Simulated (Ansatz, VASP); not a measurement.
# CrAg2O4 in two plane-wave programs

One calculation is typed for both programs; each brings its own data sets. How far apart do they land? Of the first pair: The structure shown is the start of the Ansatz relaxation below; VASP solves that cell, so the two are compared at the walk's first step.

Program: Ansatz 0.2.0. Level of theory: plane waves, with VASP 6.6.1 beside it; single point at PBEsol and single point at LDA. Results are calculated unless marked as measured.

## Step 1: Starting point

Symmetry: Pnma, No. 62, orthorhombic system. The conventional cell has a = 10.063 Å, b = 7.029 Å, c = 5.540 Å, α = 90.00°, β = 90.00°, γ = 90.00°. Ag has 4 O at 2.36 to 2.51 Å nearest. Ag has 6 O at 2.34 to 2.62 Å nearest. Nearest to Cr lie 4 O at 1.63 to 1.69 Å. O has 1 Cr at 1.63 Å and 2 Ag at 2.34 to 2.36 Å nearest. Nearest to O lie 1 Cr at 1.69 Å and 3 Ag at 2.35 to 2.38 Å. Nearest to O lie 1 Cr at 1.67 Å and 3 Ag at 2.51 to 2.62 Å. Farther neighbours and most contacts between anions are not listed.

## Step 2: Ansatz: relaxation, PBEsol

Ansatz runs on its default PAW (the set named soft_2) files.

The two programs are compared at the cell with which this relaxation starts, whose forces are those of its first step.

input.yaml reads:

```yaml
crystal:
  lattice:
    - [10.063, 0.0, 0.0]
    - [0.0, 7.029, 0.0]
    - [0.0, 0.0, 5.54]
  atoms:
    - { symbol: Ag, position: [0.866, 0.75, 0.4967] }
    - { symbol: Ag, position: [0.634, 0.25, 0.9967] }
    - { symbol: Ag, position: [0.366, 0.75, 0.0033] }
    - { symbol: Ag, position: [0.134, 0.25, 0.5033] }
    - { symbol: Ag, position: [0.5, 0.0, 0.5] }
    - { symbol: Ag, position: [0.0, 0.0, 0.0] }
    - { symbol: Ag, position: [0.0, 0.5, 0.0] }
    - { symbol: Ag, position: [0.5, 0.5, 0.5] }
    - { symbol: Cr, position: [0.6839, 0.75, 0.0161] }
    - { symbol: Cr, position: [0.8161, 0.25, 0.5161] }
    - { symbol: Cr, position: [0.1839, 0.75, 0.4839] }
    - { symbol: Cr, position: [0.3161, 0.25, 0.9839] }
    - { symbol: O, position: [0.3845, 0.0647, 0.8583] }
    - { symbol: O, position: [0.1155, 0.9353, 0.3583] }
    - { symbol: O, position: [0.8845, 0.4353, 0.6417] }
    - { symbol: O, position: [0.6155, 0.5647, 0.1417] }
    - { symbol: O, position: [0.6155, 0.9353, 0.1417] }
    - { symbol: O, position: [0.8845, 0.0647, 0.6417] }
    - { symbol: O, position: [0.1155, 0.5647, 0.3583] }
    - { symbol: O, position: [0.3845, 0.4353, 0.8583] }
    - { symbol: O, position: [0.8494, 0.75, 0.0677] }
    - { symbol: O, position: [0.6506, 0.25, 0.5677] }
    - { symbol: O, position: [0.3494, 0.75, 0.4323] }
    - { symbol: O, position: [0.1506, 0.25, 0.9323] }
    - { symbol: O, position: [0.6498, 0.75, 0.7211] }
    - { symbol: O, position: [0.8502, 0.25, 0.2211] }
    - { symbol: O, position: [0.1498, 0.75, 0.7789] }
    - { symbol: O, position: [0.3502, 0.25, 0.2789] }
kpoints:
  mp_grid: { grid: [2, 3, 3] }
scf:
  occupations: { method: fixed }
hamiltonian:
  xc: pbesol
relax:
  f_tol: 0.01
  max_steps: 90
  cell: {}
output:
  forces: true
```

The run is started by

```sh
$ ansatz run input.yaml --threads 4 --pin off --max-ram 24576MiB --backend cpu --events-out ev --progress --plain --runs-dir out
```

Numbers of over 12 decimals in the logs are rounded to 6 here.

What it wrote:

```text
Engine: ansatz 0.2.0, aarch64-unknown-linux-gnu
Pseudopotentials: kind: paw
Pseudopotential: Ag, paw, valence charge 19, recommended cutoff 420 eV (normal), Ag.paw.azcp
Pseudopotential: Cr, paw, valence charge 14, recommended cutoff 420 eV (normal), Cr.paw.azcp
Pseudopotential: O, paw, valence charge 6, recommended cutoff 420 eV (normal), O.paw.azcp
Functional definition: PBEsol
  exchange = pbesol_x
  correlation = pbesol_c
Crystal: 28 atoms, lattice volume = 391.860 Å³
Basis set: ecut = 420 eV, 7641 PW (Γ), exchange–correlation on 144×96×80 points (8 copies of the dense FFT grid, shifted against one another)
Bands: 183, of which v1, the nominal top of the filled ones, is band 152 counted from 1 (151 counted from 0)
Symmetry: 8 space group operations
Space group: Pnma (ITA 62), of the structure as read, at distance tolerance 7.3e-5 Å
k-points: 8 of 18
Non-local potential: Ag, projectors of the file, l = 0: 3, l = 1: 2, l = 2: 2, l = 3: 1
Non-local potential: Cr, projectors of the file, l = 0: 3, l = 1: 2, l = 2: 3, l = 3: 1
Non-local potential: O, projectors of the file, l = 0: 2, l = 1: 2, l = 2: 1
PAW form: soft (Blöchl's): semilocal exchange-correlation on the pseudo side does not see the compensation charge
PAW frozen core: Ag, regenerated for the run's functional, and the local potential with it (the file was generated under x = pbe(κ = 0.804, μ = 0.219515), c = pbe(β = 0.066725))
PAW frozen core: Cr, regenerated for the run's functional, and the local potential with it (the file was generated under x = pbe(κ = 0.804, μ = 0.219515), c = pbe(β = 0.066725))
PAW frozen core: O, regenerated for the run's functional, and the local potential with it (the file was generated under x = pbe(κ = 0.804, μ = 0.219515), c = pbe(β = 0.066725))
PAW one-centre angular grid: Ag, 590 points (default); XC on 64 Gauss nodes
PAW one-centre angular grid: Cr, 590 points (default); XC on 64 Gauss nodes
PAW one-centre angular grid: O, 110 points (default); XC on 64 Gauss nodes
Initial density: superposition of atomic densities (neutral atoms: chi_scale 0, normalization atom), corrected by the library's trained network
Initial wavefunctions: pseudopotential atomic-orbital guess
Functional: x = pbesol(κ = 0.804, μ = 0.123457), c = pbesol(β = 0.046)
SCF iter   1: F=—  HF=-82536.699822 eV  |F-HF|=—  |Δ(HF+E_count)|=         —  Δρ=1.45e-2  dr2=6.59e-1  ethr=1.77e-3  ⟨swp⟩=4.0  Hψ=4194  notcnv=0  defer=181
preconditioner: auto → Resta (q_TF=auto, 2.615 Å⁻¹)  ε∞=10.3  [insulator: Δε(μ)=1.348 eV  Ē_g=8.849 eV  n_scr=120 (ndim 8)  ℏωp=27.1 eV  f_vac=0.079  ε∞_Penn≈10.3]
SCF iter   2: F=—  HF=-82536.591879 eV  |F-HF|=—  |Δ(HF+E_count)|=   1.08e-1  Δρ=1.10e-2  dr2=5.30e-1  ethr=2.17e-4  ⟨swp⟩=2.6  Hψ=2418  notcnv=0  defer=221
SCF iter   3: F=—  HF=-82536.561269 eV  |F-HF|=—  |Δ(HF+E_count)|=   3.06e-2  Δρ=7.00e-3  dr2=2.14e-1  ethr=1.74e-4  ⟨swp⟩=2.0  Hψ=2044  notcnv=0  defer=198
SCF iter   4: F=—  HF=-82536.542845 eV  |F-HF|=—  |Δ(HF+E_count)|=   1.84e-2  Δρ=2.79e-3  dr2=3.36e-2  ethr=7.04e-5  ⟨swp⟩=2.0  Hψ=1999  notcnv=0  defer=232
SCF iter   5: F=—  HF=-82536.540350 eV  |F-HF|=—  |Δ(HF+E_count)|=   2.49e-3  Δρ=1.09e-3  dr2=5.20e-3  ethr=1.10e-5  ⟨swp⟩=2.0  Hψ=1995  notcnv=0  defer=232
SCF iter   6: F=—  HF=-82536.540050 eV  |F-HF|=—  |Δ(HF+E_count)|=   3.00e-4  Δρ=3.74e-4  dr2=5.77e-4  ethr=1.71e-6  ⟨swp⟩=2.0  Hψ=2006  notcnv=0  defer=232
SCF iter   7: F=—  HF=-82536.540105 eV  |F-HF|=—  |Δ(HF+E_count)|=   5.48e-5  Δρ=1.17e-4  dr2=5.17e-5  ethr=1.90e-7  ⟨swp⟩=2.0  Hψ=1965  notcnv=0  defer=177
SCF iter   8: F=—  HF=-82536.540215 eV  |F-HF|=—  |Δ(HF+E_count)|=   1.10e-4  Δρ=7.34e-5  dr2=2.35e-5  ethr=1.70e-8  ⟨swp⟩=2.0  Hψ=2180  notcnv=0  defer=177
SCF iter   9: F=—  HF=-82536.540217 eV  |F-HF|=—  |Δ(HF+E_count)|=   2.01e-6  Δρ=3.82e-5  dr2=6.60e-6  ethr=7.74e-9  ⟨swp⟩=2.0  Hψ=1976  notcnv=0  defer=177
SCF iter  10: F=—  HF=-82536.540217 eV  |F-HF|=—  |Δ(HF+E_count)|=   7.47e-8  Δρ=1.86e-5  dr2=1.40e-6  ethr=2.17e-9  ⟨swp⟩=2.0  Hψ=2003  notcnv=0  defer=177
SCF iter  11: F=—  HF=-82536.540217 eV  |F-HF|=—  |Δ(HF+E_count)|=   7.33e-8  Δρ=4.43e-6  dr2=1.14e-7  ethr=4.59e-10  ⟨swp⟩=2.0  Hψ=2025  notcnv=0  defer=177
SCF iter  12: F=-82536.540217 eV  HF=-82536.540217 eV  |F-HF|=5.79e-8  |Δ(HF+E_count)|=   2.37e-8  Δρ=4.08e-6  dr2=7.31e-8  ethr=3.29e-11  ⟨swp⟩=3.1  Hψ=3929  notcnv=0
SCF 1 converged in 12 iterations: F = -82536.540217 eV  dr2 = 7.31e-8
  greatest PAW one-centre occupation: 1.001 electrons in one spin orbital (limit 2), on the Ag atom at site 7 (counted from 0), in its partial waves of l = 0
relax step   1: F+E_penalty+E_count = -82536.54021712 eV  Δ(F+E_penalty+E_count) = +0.000e0 eV  max|allowed force component| = 1.123e0 eV/Å  Δτ_max = 0.0000 Å  P = -1.871 GPa  Ω = 391.860 Å³  (12 SCF iters, dr2 threshold 1.00e-7 eV, accepted)
[...]
relax step   9: F+E_penalty+E_count = -82537.09316343 eV  Δ(F+E_penalty+E_count) = -4.984e-3 eV  max|allowed force component| = 4.304e-3 eV/Å  Δτ_max = 0.0062 Å  P = +0.039 GPa  Ω = 373.542 Å³  energy of the carried Pulay correction = +4.298e-3 eV  (7 SCF iters, dr2 threshold 9.81e-8 eV, accepted)
[...]
relax step  10: F+E_penalty+E_count = -82537.08898317 eV  Δ(F+E_penalty+E_count) = +4.180e-3 eV  max|allowed force component| = 4.316e-3 eV/Å  Δτ_max = 0.0000 Å  P = +0.028 GPa  Ω = 373.542 Å³  stress off target by 3.46e-2 GPa  SCF on the basis re-selected at this cell (its energy is not comparable with the rows above)  (7 SCF iters)
basis re-selected at this cell: Δ(F+E_penalty+E_count) = +4.180e-3 eV, ΔP = -0.011 GPa vs the last step (what re-selecting the basis moved, of the pressure what is left beyond the Pulay correction that the steps carried, after the strain that the cell walked since its last selection, with what the two solves' SCF thresholds leave and, on support functions, any second-order correction that the steps lacked; it is no m [...]
SCF converged after 7 iterations
Free energy (F): -82537.088983 eV
Harris-Foulkes:  -82537.088983 eV  (|F-HF|=1.46e-11)
Internal energy: -82537.088983 eV  (E = F + TS)
E sigma→0 (E₀):  -82537.088983 eV
Fermi energy:    9.207082 eV
--- Per-component energies (eV) ---
  E_band       = -3995.126037
  E_kinetic    = 8349.927140
  E_local      = -34763.199808  (includes V_loc(G=0)·N_el)
  E_nonlocal   = 1777.893348
  E_hartree    = 14752.886473
  E_xc         = -3158.623742
  E_vxc        = -4039.506347  (∫ρ·V_xc dr)
  E_paw        = -37789.453820  (= ΣΔE_a)
  E_vpaw       = -4826.054701  (= ΣTr[D̂ρ^β])
  E_aug_tail   = 0.042593  (compensation charges beyond the density's cutoff)
  E_ewald      = -31710.347684
  E_core_change = 3.786517  (= ΣΔE_core)
  E_smearing   = -0.000000  (= −TS)
  E_closure    = -0.000000  (closes the sum)
  Σ components = -82537.088983   (vs F -82537.088983, Δ=0.00e0)
--- Forces (eV/Å), atoms counted from 1 ---
  atom   1  Ag    -0.00091112     0.00000000    -0.00128924
  atom   2  Ag     0.00091112     0.00000000    -0.00128924
  atom   3  Ag    -0.00091112     0.00000000     0.00128924
  atom   4  Ag     0.00091112     0.00000000     0.00128924
  atom   5  Ag     0.00000000    -0.00000000     0.00000000
  atom   6  Ag     0.00000000    -0.00000000    -0.00000000
  atom   7  Ag     0.00000000    -0.00000000    -0.00000000
  atom   8  Ag     0.00000000     0.00000000    -0.00000000
  atom   9  Cr     0.00431559     0.00000000    -0.00234594
  atom  10  Cr    -0.00431559     0.00000000    -0.00234594
  atom  11  Cr     0.00431559     0.00000000     0.00234594
  atom  12  Cr    -0.00431559     0.00000000     0.00234594
  atom  13  O      0.00014727     0.00037298    -0.00052547
  atom  14  O     -0.00014727    -0.00037298    -0.00052547
  atom  15  O      0.00014727    -0.00037298     0.00052547
  atom  16  O     -0.00014727     0.00037298     0.00052547
  atom  17  O     -0.00014727    -0.00037298     0.00052547
  atom  18  O      0.00014727     0.00037298     0.00052547
  atom  19  O     -0.00014727     0.00037298    -0.00052547
  atom  20  O      0.00014727    -0.00037298    -0.00052547
  atom  21  O      0.00080402     0.00000000     0.00034191
  atom  22  O     -0.00080402     0.00000000     0.00034191
  atom  23  O      0.00080402     0.00000000    -0.00034191
  atom  24  O     -0.00080402     0.00000000    -0.00034191
  atom  25  O     -0.00264089     0.00000000    -0.00113956
  atom  26  O      0.00264089     0.00000000    -0.00113956
  atom  27  O     -0.00264089     0.00000000     0.00113956
  atom  28  O      0.00264089     0.00000000     0.00113956
  max |Σ_I F_I| component: 3.04e-18 eV/Å
--- Stress (GPa, compression-positive) ---
        0.021494       0.000000       0.000000
        0.000000       0.034632       0.000000
        0.000000       0.000000       0.028716
  P = ⅓ Tr σ = 0.0283 GPa (0.283 kbar)
--- Relaxed structure (8 steps of the walk, 8 accepted, 2 SCFs on fresh bases) ---
  F+E_penalty+E_count = -82537.08898317 eV   max|allowed force component| = 4.316e-3 eV/Å   (the final SCF, on the basis selected at the relaxed cell)
  cell:  # Å, volume = 373.5424 Å³
    - [9.919672, 0.0, 0.0]
    - [0.0, 6.872110, 0.0]
    - [0.0, 0.0, 5.479645]
  atoms:
    - { symbol: Ag, position: [0.864691, 0.75, 0.518622] }
    - { symbol: Ag, position: [0.635309, 0.25, 1.018622] }
    - { symbol: Ag, position: [0.364691, 0.75, -0.018622] }
    - { symbol: Ag, position: [0.135309, 0.25, 0.481378] }
    - { symbol: Ag, position: [0.5, 0, 0.5] }
    - { symbol: Ag, position: [-1.2313308130043631e-19, 0, 1.3419727766710728e-19] }
    - { symbol: Ag, position: [-1.2313308130043631e-19, 0.5, 1.3419727766710728e-19] }
    - { symbol: Ag, position: [0.5, 0.5, 0.5] }
    - { symbol: Cr, position: [0.682438, 0.75, 0.031090] }
    - { symbol: Cr, position: [0.817562, 0.25, 0.531090] }
    - { symbol: Cr, position: [0.182438, 0.75, 0.468910] }
    - { symbol: Cr, position: [0.317562, 0.25, 0.968910] }
    - { symbol: O, position: [0.387131, 0.053306, 0.844544] }
    - { symbol: O, position: [0.112869, 0.946694, 0.344544] }
    - { symbol: O, position: [0.887131, 0.446694, 0.655456] }
    - { symbol: O, position: [0.612869, 0.553306, 0.155456] }
    - { symbol: O, position: [0.612869, 0.946694, 0.155456] }
    - { symbol: O, position: [0.887131, 0.053306, 0.655456] }
    - { symbol: O, position: [0.112869, 0.553306, 0.344544] }
    - { symbol: O, position: [0.387131, 0.446694, 0.844544] }
    - { symbol: O, position: [0.848487, 0.75, 0.093927] }
    - { symbol: O, position: [0.651513, 0.25, 0.593927] }
    - { symbol: O, position: [0.348487, 0.75, 0.406073] }
    - { symbol: O, position: [0.151513, 0.25, 0.906073] }
    - { symbol: O, position: [0.652929, 0.75, 0.734340] }
    - { symbol: O, position: [0.847071, 0.25, 0.234340] }
    - { symbol: O, position: [0.152929, 0.75, 0.765660] }
    - { symbol: O, position: [0.347071, 0.25, 0.265660] }
```

Reading the cycles: dr2 is the Hartree energy of the density residual (eV), the measure of convergence; HF is the Harris–Foulkes estimate of the energy, which meets the free energy F at convergence.

(Continued in part 2 of 3.)

[Lines on the potential files, build, host, timing and source positions are cut from VASP's logs without a mark.]

[Logs are printed without paths, hosts, clocks, repeated set-up lines and the standing remarks that a program may print on its own settings, such as how far it seeks lower states.]

[Hosts, paths, dates, database ids (printed as entryN), source tags and the programs' standing remarks are cut or masked in the printed files.]
